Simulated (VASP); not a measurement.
These are SCAN meta-GGA, VASP's PBE PAW potentials (set 64) (plane waves; VASP) values and carry that method's errors.

The input files of a VASP run:

**POSCAR**
```
YbO
1
    0.0000000000     2.3264337853     2.3264337853
    2.3264337853    -0.0000000000     2.3264337853
    2.3264337853     2.3264337853    -0.0000000000
Yb O
1 1
Direct
  0.0000000000   0.0000000000   0.0000000000
  0.5000000000   0.5000000000   0.5000000000
```

### INCAR
```
# general
SYSTEM =YbO
PREC   =Accurate
ENCUT  =520
LREAL  =.FALSE.
LASPH  =.TRUE.

# electronic loop
EDIFF  =1E-6
NELM   =100
ALGO   =Normal
LMAXMIX=6
LMIXTAU=.TRUE.

# smearing
ISMEAR =0
SIGMA  =0.05

# functional
METAGGA=SCAN

# ions
IBRION =2
NSW    =60
ISIF   =3
EDIFFG =-0.01

# output
LWAVE  =.FALSE.
LCHARG =.FALSE.
```

File KPOINTS:
```
Automatic mesh
0
Gamma
9 9 9
0 0 0
```

POTCAR, in this order: Yb_2 O (PBE.64 set). Program: vasp_std.

What VASP printed:

### OUTCAR
```
 ion  position               nearest neighbor table
   1  0.000  0.000  0.000-   2 2.33   2 2.33   2 2.33   2 2.33   2 2.33   2 2.33
   2  0.500  0.500  0.500-   1 2.33   1 2.33   1 2.33   1 2.33   1 2.33   1 2.33
  LATTYP: Found a face centered cubic cell.
 ALAT       =     4.6528675706
 Subroutine PRICEL returns:
 Original cell was already a primitive cell.
 Subroutine GETGRP returns: Found 48 space group operations
The static configuration has the point symmetry O_h .
The dynamic configuration has the point symmetry O_h .
 Subroutine INISYM returns: Found 48 space group operations
 Subroutine IBZKPT returns following result:
 Found     35 irreducible k-points:

 Following reciprocal coordinates:
            Coordinates               Weight
  0.000000  0.000000  0.000000      1.000000
  0.111111  0.000000  0.000000      8.000000
  0.222222  0.000000  0.000000      8.000000
  0.333333  0.000000  0.000000      8.000000
  0.444444  0.000000  0.000000      8.000000
  0.111111  0.111111  0.000000      6.000000
  0.222222  0.111111  0.000000     24.000000
  0.333333  0.111111  0.000000     24.000000
  0.444444  0.111111  0.000000     24.000000
 -0.444444  0.111111  0.000000     24.000000
 -0.333333  0.111111  0.000000     24.000000
 -0.222222  0.111111  0.000000     24.000000
 -0.111111  0.111111  0.000000     12.000000
  0.222222  0.222222  0.000000      6.000000
  0.333333  0.222222  0.000000     24.000000
  0.444444  0.222222  0.000000     24.000000
 -0.444444  0.222222  0.000000     24.000000
 -0.333333  0.222222  0.000000     24.000000
 -0.222222  0.222222  0.000000     12.000000
  0.333333  0.333333  0.000000      6.000000
  0.444444  0.333333  0.000000     24.000000
 -0.444444  0.333333  0.000000     24.000000
 -0.333333  0.333333  0.000000     12.000000
  0.444444  0.444444  0.000000      6.000000
...
```

**OSZICAR**
```
       N       E                     dE             d eps       ncg     rms          rms(c)
DAV:   1     0.915998811304E+01    0.91600E+01   -0.75588E+03   786   0.134E+03
DAV:   2    -0.647470188036E+02   -0.73907E+02   -0.70009E+02   943   0.264E+02
DAV:   3    -0.676465213299E+02   -0.28995E+01   -0.28938E+01   970   0.506E+01
DAV:   4    -0.676610422379E+02   -0.14521E-01   -0.14520E-01   812   0.386E+00
DAV:   5    -0.676611042752E+02   -0.62037E-04   -0.62036E-04   893   0.259E-01    0.212E+01
DAV:   6    -0.642368421798E+02    0.34243E+01   -0.67599E+00   863   0.285E+01    0.174E+01
DAV:   7    -0.643883618919E+02   -0.15152E+00   -0.10658E+00   812   0.114E+01    0.101E+01
DAV:   8    -0.618009628937E+02    0.25874E+01   -0.50164E-01   782   0.934E+00    0.185E+00
DAV:   9    -0.641609992898E+02   -0.23600E+01   -0.11198E+00   782   0.981E+00    0.303E+00
DAV:  10    -0.642345962586E+02   -0.73597E-01   -0.12467E-01   794   0.350E+00    0.182E+00
DAV:  11    -0.642532113655E+02   -0.18615E-01   -0.39043E-02   791   0.216E+00    0.108E+00
DAV:  12    -0.642477036941E+02    0.55077E-02   -0.10144E-01   842   0.280E+00    0.214E-01
DAV:  13    -0.642532091586E+02   -0.55055E-02   -0.33416E-03   779   0.858E-01    0.239E-01
DAV:  14    -0.642524991624E+02    0.71000E-03   -0.20445E-03   797   0.422E-01    0.467E-02
DAV:  15    -0.642528813719E+02   -0.38221E-03   -0.36445E-04   788   0.217E-01    0.582E-02
DAV:  16    -0.642531179273E+02   -0.23656E-03   -0.12184E-04   770   0.151E-01    0.179E-02
DAV:  17    -0.642530963033E+02    0.21624E-04   -0.27255E-06   818   0.227E-02    0.172E-02
DAV:  18    -0.642530778864E+02    0.18417E-04   -0.16674E-05   812   0.360E-02    0.217E-03
DAV:  19    -0.642530736497E+02    0.42367E-05   -0.48564E-07   461   0.984E-03    0.986E-04
DAV:  20    -0.642530746107E+02   -0.96098E-06   -0.22201E-08   385   0.167E-03
   1 F= -.64253075E+02 E0= -.64253075E+02  d E =-.642531E+02
```

### OUTCAR
```
------------------------ aborting loop because EDIFF is reached ----------------------------------------
  FORCE on cell =-STRESS in cart. coord.  units (eV):
  Direction    XX          YY          ZZ          XY          YZ          ZX
  --------------------------------------------------------------------------------------
  Total        0.0124090      0.0124090      0.0124090     -0.0000000     -0.0000000     -0.0000000
  in kB        0.7894870      0.7894870      0.7894870     -0.0000000     -0.0000000     -0.0000000
  external PRESSURE =       0.7894870 kB  Pullay stress =       0.0000000 kB
  volume of cell :       25.18
      direct lattice vectors                 reciprocal lattice vectors
     0.000000000  2.326433785  2.326433785    -0.214921225  0.214921225  0.214921225
     2.326433785  0.000000000  2.326433785     0.214921225 -0.214921225  0.214921225
     2.326433785  2.326433785  0.000000000     0.214921225  0.214921225 -0.214921225
 POSITION                                       TOTAL-FORCE (eV/Angst)
 -----------------------------------------------------------------------------------
      0.00000      0.00000      0.00000         0.000000      0.000000      0.000000
      2.32643      2.32643      2.32643        -0.000000     -0.000000     -0.000000
 -----------------------------------------------------------------------------------
    total drift:                                0.000000     -0.000000      0.000000
  FREE ENERGIE OF THE ION-ELECTRON SYSTEM (eV)
  ---------------------------------------------------
  free  energy   TOTEN  =       -64.2530746107 eV

  energy  without entropy=      -64.2530746107  energy(sigma->0) =      -64.25307461

 reached required accuracy - stopping structural energy minimisation
```
(Selected blocks of OUTCAR.)

### OUTCAR
```
 val. band max:        0.7844586678   @ k =   0.0000   0.0000   0.0000

 cond. band min:       4.6748880132   @ k =   0.4444   0.4444   0.0000


 Fermi energy:         1.0339424557

 k-point     1 :       0.0000    0.0000    0.0000
  band No.  band energies     occupation
      1     -17.2439      2.00000
      2     -17.2439      2.00000
      3     -17.2439      2.00000
      4     -16.2351      2.00000
      5       0.7844      2.00000
      6       0.7844      2.00000
      7       0.7845      2.00000
      8       6.1473      0.00000
      9       8.4683      0.00000
     10       8.4683      0.00000
     11       8.4683      0.00000

 k-point     2 :       0.1111    0.0000    0.0000
  band No.  band energies     occupation
      1     -17.8823      2.00000
      2     -17.2558      2.00000
      3     -17.2558      2.00000
      4     -15.5922      2.00000
      5       0.2207      2.00000
      6       0.5371      2.00000
      7       0.5371      2.00000
      8       6.9019      0.00000
      9       8.3439      0.00000
     10       8.8067      0.00000
     11       8.8067      0.00000

 k-point     3 :       0.2222    0.0000    0.0000
  band No.  band energies     occupation
      1     -18.7289      2.00000
      2     -17.2856      2.00000
      3     -17.2856      2.00000
      4     -14.7305      2.00000
      5      -0.8936      2.00000
      6      -0.0210      2.00000
      7      -0.0210      2.00000
      8       8.3372      0.00000
      9       8.5833      0.00000
     10       9.7548      0.00000
     11       9.7548      0.00000

 k-point     4 :       0.3333    0.0000    0.0000
  band No.  band energies     occupation
      1     -19.3781      2.00000
      2     -17.3188      2.00000
      3     -17.3188      2.00000
      4     -14.0583      2.00000
      5      -1.9063      2.00000
      6      -0.5692      2.00000
      7      -0.5692      2.00000
      8       8.7850      0.00000
      9      10.3928      0.00000
...
```

The 4f electrons are frozen in the core of the lanthanide potential, so 4f levels, which can set the real gap, and their magnetism are missing.

The structure comes from a measured YbO entry (Fm-3m) of the Crystallography Open Database, whose conditions weren't checked. It was relaxed first, which changed the volume by -12 %. The start is the result of an earlier pass.
